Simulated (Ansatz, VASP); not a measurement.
## Two plane-wave programs on ScWF

```
Sc W F
1.0
     3.75286    0.00000    0.00000
    -1.87643    3.25007    0.00000
     0.00000    0.00000    4.17898
Sc W F
1 1 1
Cartesian
  0.0000 0.0000 0.0000
  1.8764 1.0834 2.0895
  0.0000 2.1667 2.0895
```

Change from the starting cell: species swapped into the YZnSi type (P-6m2, No. 187).

Alike in both runs: functional PBE; k mesh 15 × 15 × 12; occupations gaussian, width 0.1 eV; no spin polarisation.

Ansatz relaxed the structure, and its values are those at the end. VASP's run is a single point on that final structure, the one shown.

|  | VASP | Ansatz |
| --- | --- | --- |
| version | VASP 6.6.1 | Ansatz 0.2.0 |
| potentials or method | VASP PAW PBE potentials, release 64 (Sc_sv, W_sv, F) | scalar-relativistic, plane waves, PAW |
| plane-wave cutoff (eV) | 520 | 420 |
| valence electrons in the cell | 32 | 32 |

|  | VASP | Ansatz | Ansatz less VASP |
| --- | --- | --- | --- |
| gap on the k mesh at the Fermi level (eV) | none | none | - |
| pressure (GPa) | 0.3 | 0.0 | -0.28 |

A gap of «none» marks a metal or a gap that the smearing closes. With one functional, cell and mesh, what is left measures potentials, basis and numerics.

Spin-orbit coupling is left out, which matters for the levels of W.
